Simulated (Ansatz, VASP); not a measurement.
## Cross-check of C3N4 between VASP and Ansatz

Wanted: the spread between two codes on one cell, functional and k mesh. The structure shown is the end of the VASP relaxation below.

Program: Ansatz 0.2.0. Level of theory: plane waves, with VASP 6.6.1 beside it; single point at r2SCAN and band structure at r2SCAN. Results are calculated unless marked as measured.

## Step 1: The starting structure

The cell holds 14 atoms: 8 N and 6 C. Its edges and angles: a = 4.784 Å, b = 4.784 Å, c = 18.580 Å, α = 90.0°, β = 90.0°, γ = 120.0°. It derives from C3N4. As first built, before any earlier steps moved the atoms (in the runner's words): kind sheets cut from a layered crystal; sheets 2. Vacuum lies along c.

Structure file:

```
N C
1.0
     4.78443    0.00000    0.00000
    -2.39222    4.14344    0.00000
     0.00000    0.00000   18.58002
N C
8 6
Direct
  0.50382 0.49618 0.58918
  0.50382 0.00763 0.58918
  0.99237 0.49618 0.58918
  0.00000 0.00000 0.58905
  0.83711 0.16289 0.41125
  0.83711 0.67423 0.41125
  0.32577 0.16289 0.41125
  0.33333 0.66667 0.41092
  0.35383 0.17692 0.58915
  0.82308 0.17692 0.58915
  0.82308 0.64617 0.58915
  0.68659 0.84330 0.41125
  0.15670 0.84330 0.41125
  0.15670 0.31341 0.41125
```

## Step 2: VASP: relaxation, r2SCAN

This run makes the geometry at which the two programs are then compared.

Lines of VASP's logs that name or quote its potential files are left out, and so is its time.

INCAR

```
SYSTEM = C3N4
PREC = Normal
ENCUT = 400
EDIFF = 1E-05
NELM = 120
ISMEAR = 0
SIGMA = 0.05
LREAL = Auto
ALGO = Normal
METAGGA = R2SCAN
LASPH = .TRUE.
NBANDS = 46
LORBIT = 11
LWAVE = .FALSE.
LCHARG = .FALSE.
KPAR = 4
IBRION = 2
NSW = 40
ISIF = 2
EDIFFG = -0.03
POTIM = 0.4
MAXMIX = 40
IDIPOL = 3
LDIPOL = .TRUE.
DIPOL = 0.5 0.5 0.5
```

POSCAR

```
C3N4
1.0
    4.7844338280      0.0000000000      0.0000000000
   -2.3922169140      4.1434412380      0.0000000000
    0.0000000000      0.0000000000     18.5800174523
N C
8 6
Direct
    0.5034710000      0.4965290000      0.5963405300
    0.5034710000      0.0069420000      0.5963405300
    0.9930580000      0.4965290000      0.5963405300
    0.0000000000      0.0000000000      0.5957418090
    0.8368043330      0.1631956670      0.4042581910
    0.8368043330      0.6736086670      0.4042581910
    0.3263913330      0.1631956670      0.4042581910
    0.3333333330      0.6666666670      0.4036594700
    0.3528406670      0.1764203330      0.5962502510
    0.8235796670      0.1764203330      0.5962502510
    0.8235796670      0.6471593330      0.5962502510
    0.6861740000      0.8430870000      0.4041679120
    0.1569130000      0.8430870000      0.4041679120
    0.1569130000      0.3138260000      0.4041679120
```

KPOINTS

```
Automatic mesh
0
Gamma
6 6 1
0 0 0
```

PAW data sets: N and C (PBE family, release 64).

Started as:

```
> mpirun -np 4 vasp_std
```

Numbers of over 12 decimals in the logs are rounded to 6 here.

Output:

```text
[banner, memory and clock lines left out]
running    4 mpi-ranks, on    1 nodes
 distrk:  each k-point on    1 cores,    4 groups
 distr:  one band on    1 cores,    1 groups

 POSCAR found type information on POSCAR N C
 POSCAR found :  2 types and      14 ions
|                                                                             |
|               ----> ADVICE to this user running VASP <----                  |
|                                                                             |
|     You enforced a specific xc type in the INCAR file but a different       |
|     [... a line on the potential file left out ...]
|     I HOPE YOU KNOW WHAT YOU ARE DOING!                                     |
|                                                                             |

 LDA part: xc-table for (None), standard interpolation
 POSCAR, INCAR and KPOINTS ok, starting setup
 FFT: planning ... GRIDC
 FFT: planning ... GRID_SOFT
 FFT: planning ... GRID
 WAVECAR not read
 entering main loop
       N       E                     dE             d eps       ncg     rms          rms(c)
DAV:   1     0.461155037281E+03    0.46116E+03   -0.25059E+04   700   0.938E+02
DAV:   2    -0.946836620343E+02   -0.55584E+03   -0.52622E+03   900   0.273E+02
DAV:   3    -0.156295934113E+03   -0.61612E+02   -0.60989E+02   768   0.999E+01
DAV:   4    -0.157557740604E+03   -0.12618E+01   -0.12554E+01   864   0.163E+01
DAV:   5    -0.157590320061E+03   -0.32579E-01   -0.32535E-01   842   0.231E+00    0.192E+01
DAV:   6    -0.128433748920E+03    0.29157E+02   -0.11426E+01   786   0.177E+01    0.109E+01
DAV:   7    -0.127894609249E+03    0.53914E+00   -0.31531E+00   788   0.773E+00    0.643E+00
DAV:   8    -0.127762813292E+03    0.13180E+00   -0.69646E-01   800   0.367E+00    0.135E+00
DAV:   9    -0.127748466718E+03    0.14347E-01   -0.65150E-02   800   0.154E+00    0.445E-01
DAV:  10    -0.127751473075E+03   -0.30064E-02   -0.14866E-02   784   0.586E-01    0.183E-01
DAV:  11    -0.127754005548E+03   -0.25325E-02   -0.34287E-03   784   0.302E-01    0.879E-02
DAV:  12    -0.127755730437E+03   -0.17249E-02   -0.69539E-04   776   0.130E-01    0.550E-02
DAV:  13    -0.127758945870E+03   -0.32154E-02   -0.28727E-03   726   0.172E-01    0.450E-02
DAV:  14    -0.127759619809E+03   -0.67394E-03   -0.37527E-04   740   0.733E-02    0.217E-02
DAV:  15    -0.127760260364E+03   -0.64056E-03   -0.10718E-04   656   0.497E-02    0.990E-03
DAV:  16    -0.127760546717E+03   -0.28635E-03   -0.41029E-05   666   0.326E-02    0.682E-03
DAV:  17    -0.127760850748E+03   -0.30403E-03   -0.42363E-05   630   0.294E-02    0.501E-03
DAV:  18    -0.127760928795E+03   -0.78047E-04   -0.69186E-06   530   0.181E-02    0.420E-03
DAV:  19    -0.127760981422E+03   -0.52627E-04   -0.41529E-06   494   0.129E-02    0.367E-03
DAV:  20    -0.127760995798E+03   -0.14375E-04   -0.86993E-07   520   0.628E-03    0.349E-03
DAV:  21    -0.127760978843E+03    0.16954E-04   -0.11832E-06   480   0.724E-03    0.346E-03
DAV:  22    -0.127760974233E+03    0.46107E-05   -0.11333E-07   576   0.212E-03
   1 F= -.12776097E+03 E0= -.12776097E+03  d E =-.127761E+03
[... from here on, the cycles between the ionic steps are left out ...]
   2 F= -.12775344E+03 E0= -.12775344E+03  d E =0.753256E-02
  19 F= -.12778507E+03 E0= -.12778507E+03  d E =-.246027E-02
  20 F= -.12779104E+03 E0= -.12779104E+03  d E =-.842731E-02
  21 F= -.12779817E+03 E0= -.12779817E+03  d E =-.155617E-01
  22 F= -.12779850E+03 E0= -.12779850E+03  d E =-.158886E-01
  23 F= -.12779869E+03 E0= -.12779869E+03  d E =-.160796E-01
  24 F= -.12780022E+03 E0= -.12780022E+03  d E =-.153202E-02
  25 F= -.12780024E+03 E0= -.12780024E+03  d E =-.154867E-02
  26 F= -.12780030E+03 E0= -.12780030E+03  d E =-.161444E-02
  27 F= -.12780057E+03 E0= -.12780057E+03  d E =-.264817E-03
  28 F= -.12780082E+03 E0= -.12780082E+03  d E =-.511905E-03
 curvature:  -0.96 expect dE=-0.556E-03 dE for cont linesearch -0.170E-05
 trial: gam= 0.67932 g(F)=  0.579E-03 g(S)=  0.000E+00 ort = 0.459E-04 (trialstep = 0.545E+00)
 search vector abs. value=  0.119E-02
 bond charge predicted
       N       E                     dE             d eps       ncg     rms          rms(c)
DAV:   1    -0.127800917889E+03   -0.11183E-03   -0.55775E-02   644   0.109E+00    0.388E-02
DAV:   2    -0.127800732238E+03    0.18565E-03   -0.83776E-04   722   0.138E-01    0.505E-02
DAV:   3    -0.127800860865E+03   -0.12863E-03   -0.72616E-05   694   0.533E-02    0.475E-02
DAV:   4    -0.127800972921E+03   -0.11206E-03   -0.64385E-05   668   0.536E-02    0.173E-02
DAV:   5    -0.127800974107E+03   -0.11861E-05   -0.13045E-05   550   0.250E-02
  29 F= -.12780097E+03 E0= -.12780097E+03  d E =-.158768E-03
 trial-energy change:   -0.000159  1 .order   -0.000186   -0.000333   -0.000039
 step:   0.6174(harm=  0.6174)  dis= 0.00072  next Energy=  -127.801004 (dE=-0.188E-03)
 reached required accuracy - stopping structural energy minimisation
```

From OUTCAR (step 2):

```text
ion  position               nearest neighbor table
   1  0.503  0.497  0.596-  11 1.33   9 1.33
   2  0.503  0.007  0.596-   9 1.33  10 1.33
   3  0.993  0.497  0.596-  11 1.33  10 1.33
   4  0.000  0.000  0.596-  10 1.46   9 1.46  11 1.46
   5  0.837  0.163  0.404-  14 1.33  12 1.33
   6  0.837  0.674  0.404-  12 1.33  13 1.33
   7  0.326  0.163  0.404-  14 1.33  13 1.33
   8  0.333  0.667  0.404-  13 1.46  12 1.46  14 1.46
   9  0.353  0.176  0.596-   2 1.33   1 1.33   4 1.46
  10  0.824  0.176  0.596-   2 1.33   3 1.33   4 1.46
  11  0.824  0.647  0.596-   3 1.33   1 1.33   4 1.46
  12  0.686  0.843  0.404-   6 1.33   5 1.33   8 1.46
  13  0.157  0.843  0.404-   6 1.33   7 1.33   8 1.46
  14  0.157  0.314  0.404-   7 1.33   5 1.33   8 1.46

  LATTYP: Found a hexagonal cell.
 ALAT       =     4.7844338280
 C/A-ratio  =     3.8834307507

 Subroutine GETGRP returns: Found  6 space group operations
 (whereof  6 operations were pure point group operations)

The static configuration has the point symmetry C_3v.

 Found      7 irreducible k-points:

   k-points           NKPTS =      7   k-points in BZ     NKDIM =      7   number of bands    NBANDS=     46

   dimension x,y,z NGX =    24 NGY =   24 NGZ =   96
   dimension x,y,z NGXF=    48 NGYF=   48 NGZF=  192

   ENCUT  =  400.0 eV  29.40 Ry    5.42 a.u.   7.80  7.80 30.30*2*pi/ulx,y,z

   NELECT =      64.0000    total number of electrons

 k-points in reciprocal lattice and weights: Automatic mesh
   0.00000000  0.00000000  0.00000000       0.028
   0.16666667  0.00000000  0.00000000       0.167
   0.33333333 -0.00000000  0.00000000       0.167
   0.50000000  0.00000000  0.00000000       0.083
   0.16666667  0.16666667  0.00000000       0.167
   0.33333333  0.16666667  0.00000000       0.333
   0.33333333  0.33333333  0.00000000       0.056

 dipolmoment           0.000000      0.000000      0.002223 electrons x Angstroem

 average (electrostatic) potential at core
       1 -73.6622       2 -73.6622       3 -73.6622       4 -75.7861       5 -73.6950
       6 -73.6950       7 -73.6950       8 -75.8046       9 -61.3149      10 -61.3150
      11 -61.3149      12 -61.3429      13 -61.3430      14 -61.3429

 E-fermi :  -1.6845

 k-point     1 :       0.0000    0.0000    0.0000
  band No.  band energies     occupation
    ...
     28      -4.4935      2.00000
     29      -1.9750      2.00000
     30      -1.9745      2.00000
     31      -1.9523      2.00000
     32      -1.9517      2.00000
     33      -0.0437      0.00000
     34      -0.0437      0.00000
     35       0.2257      0.00000
     36       0.2257      0.00000
     37       2.4036      0.00000
    ...

 k-point     2 :       0.1667    0.0000    0.0000
  band No.  band energies     occupation
    ...
     28      -4.1992      2.00000
     29      -2.5350      2.00000
     30      -2.5159      2.00000
     31      -2.0877      2.00000
     32      -2.0662      2.00000
     33       0.1417      0.00000
     34       0.4251      0.00000
     35       0.4682      0.00000
     36       0.7500      0.00000
     37       2.6514      0.00000
    ...

 k-point     3 :       0.3333   -0.0000    0.0000
  band No.  band energies     occupation
    ...
     28      -4.0377      2.00000
     29      -3.9167      2.00000
     30      -3.9003      2.00000
     31      -2.3182      2.00000
     32      -2.2992      2.00000
     33       0.5467      0.00000
     34       0.8160      0.00000
     35       1.6092      0.00000
     36       1.8309      0.00000
     37       3.3602      0.00000
    ...

  Total       -7.7270135     -7.7270135     -5.6595364     -0.0000000      0.0000000      0.0000000
  in kB      -33.6112294    -33.6112295    -24.6180466     -0.0000000      0.0000000      0.0000000
  external PRESSURE =     -30.6135018 kB  Pullay stress =       0.0000000 kB

  energy-cutoff  :      400.00
  volume of cell :      368.33
      direct lattice vectors                 reciprocal lattice vectors
     4.784433828  0.000000000  0.000000000     0.209011147  0.120672642  0.000000000
    -2.392216914  4.143441238  0.000000000     0.000000000  0.241345283  0.000000000
     0.000000000  0.000000000 18.580017452     0.000000000  0.000000000  0.053821263

 POSITION                                       TOTAL-FORCE (eV/Angst)
 -----------------------------------------------------------------------------------
      1.22349      2.05591     10.94693         0.005489     -0.003169      0.010458
      2.39222      0.03162     10.94693        -0.000000      0.006338      0.010458
      3.56094      2.05591     10.94693        -0.005489     -0.003169      0.010458
      0.00000      0.00000     10.94448         0.000000      0.000000     -0.014194
      3.61546      0.67491      7.64094         0.003455     -0.001995     -0.003145
      2.39222      2.79362      7.64094         0.000000      0.003989     -0.003145
      1.16898      0.67491      7.64094        -0.003455     -0.001995     -0.003145
     -0.00000      2.76229      7.63495         0.000000      0.000000     -0.007164
      1.26967      0.73305     10.94651        -0.009067     -0.005235      0.003265
      3.51476      0.73305     10.94651         0.009067     -0.005235      0.003265
      2.39222      2.67735     10.94651        -0.000000      0.010469      0.003265
      1.26761      3.49415      7.64103         0.002166      0.001250     -0.003459
     -1.26761      3.49415      7.64103        -0.002166      0.001250     -0.003459
      0.00000      1.29858      7.64103         0.000000     -0.002501     -0.003459
 -----------------------------------------------------------------------------------
    total drift:                                0.000040      0.000182      0.000893

  FREE ENERGIE OF THE ION-ELECTRON SYSTEM (eV)
  ---------------------------------------------------
  free  energy   TOTEN  =      -127.8009741072 eV

  energy  without entropy=     -127.8009741072  energy(sigma->0) =     -127.80097411

 reached required accuracy - stopping structural energy minimisation

 vacuum level on the upper side and lower side of the slab         2.850         2.819

 total charge
# of ion       s       p       d       tot
------------------------------------------
    1        1.290   2.651   0.000   3.941
    2        1.290   2.651   0.000   3.941
    3        1.290   2.651   0.000   3.941
    4        1.220   2.623   0.000   3.843
    5        1.290   2.649   0.000   3.939
    6        1.290   2.649   0.000   3.939
    7        1.290   2.649   0.000   3.939
    8        1.220   2.624   0.000   3.844
    9        0.861   1.703   0.000   2.564
   10        0.861   1.703   0.000   2.564
   11        0.861   1.703   0.000   2.564
   12        0.860   1.702   0.000   2.563
   13        0.860   1.702   0.000   2.563
   14        0.860   1.702   0.000   2.563
--------------------------------------------------
tot         15.344  31.362   0.000  46.706

[... 3 further parts left out ...]
```

The PAW data sets were made with PBE, which is usual practice but a small mismatch for other functionals. The run keeps the 6 symmetry operations of its start, so it cannot find a distortion of lower symmetry.

(Part 1 of 3 ends here.)

[Lines on the potential files, build, host, timing and source positions are cut from VASP's logs without a mark.]

[Logs are printed without paths, hosts, clocks, repeated set-up lines and the standing remarks that a program may print on its own settings, such as how far it seeks lower states.]

[Hosts, paths, dates, database ids (printed as entryN), source tags and the programs' standing remarks are cut or masked in the printed files.]
